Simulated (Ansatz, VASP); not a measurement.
Two plane-wave programs on Zr3PN3

File INCAR:

```
SYSTEM = Zr3PN3
  PREC = Accurate
  ENCUT = 520
  EDIFF = 1E-7
  ISMEAR = 0
  SIGMA = 0.1
  LREAL = .False.
  LASPH = .True.
  NELM = 60
  ALGO = Fast
  ISIF = 2
  LWAVE = .False.
  LCHARG = .False.
  GGA = PE
  NBANDS = 37
```

KPOINTS

```
regular mesh
0
Gamma
  8 8 8
  0 0 0
```

Contents of POSCAR:

```
Zr3PN3
1.0
    4.7685611534      0.0000000000      0.0000000000
    0.0000000000      4.7685611534      0.0000000000
    0.0000000000      0.0000000000      4.7685611534
Zr P N
3 1 3
Direct
    0.5000000000      0.0000000000      0.0000000000
    0.0000000000      0.5000000000      0.0000000000
    0.0000000000      0.0000000000      0.5000000000
    0.0000000000      0.0000000000      0.0000000000
    0.0000000000      0.5000000000      0.5000000000
    0.5000000000      0.0000000000      0.5000000000
    0.5000000000      0.5000000000      0.0000000000
```

Input for Ansatz:

```yaml
crystal:
  lattice:
    - [4.7685611534, 0.0, 0.0]
    - [0.0, 4.7685611534, 0.0]
    - [0.0, 0.0, 4.7685611534]
  atoms:
    - { symbol: Zr, position: [0.5, 0.0, 0.0] }
    - { symbol: Zr, position: [0.0, 0.5, 0.0] }
    - { symbol: Zr, position: [0.0, 0.0, 0.5] }
    - { symbol: P, position: [0.0, 0.0, 0.0] }
    - { symbol: "N", position: [0.0, 0.5, 0.5] }
    - { symbol: "N", position: [0.5, 0.0, 0.5] }
    - { symbol: "N", position: [0.5, 0.5, 0.0] }
basis:
  ecutwfc: 420
  precision: f64
  ecutrho_ratio: 12
kpoints:
  mp_grid: { grid: [8, 8, 8] }
hamiltonian:
  xc: pbe
scf:
  occupations: { method: gaussian, width: 0.1 }
  eigensolver: { kind: davidson }
output:
  forces: true
  eigenvalues: true
  stress: true
```

The cell was built by a generator and needn't be a form met in nature.

Alike in both runs: task single point; functional PBE; k mesh 8 × 8 × 8; occupations gaussian, width 0.1 eV; no spin polarisation.

|  | VASP | Ansatz |
| --- | --- | --- |
| version | VASP 6.6.1 | Ansatz 0.2.0 |
| potentials or method | VASP PAW PBE potentials, release 64 (Zr_sv, P, N) | scalar-relativistic, plane waves, PAW |
| plane-wave cutoff (eV) | 520 | 420 |
| valence electrons in the cell | 56 | 56 |

VASP gave:

| Item | Value |
| --- | --- |
| gap on the k mesh at the Fermi level (eV) | none |
| pressure (GPa) | 0.1 |

Task: What did Ansatz give for the same quantities?

Result: gap on the k mesh at the Fermi level (eV): none; pressure (GPa): 0.0.

A gap of «none» marks a metal or a gap that the smearing closes.
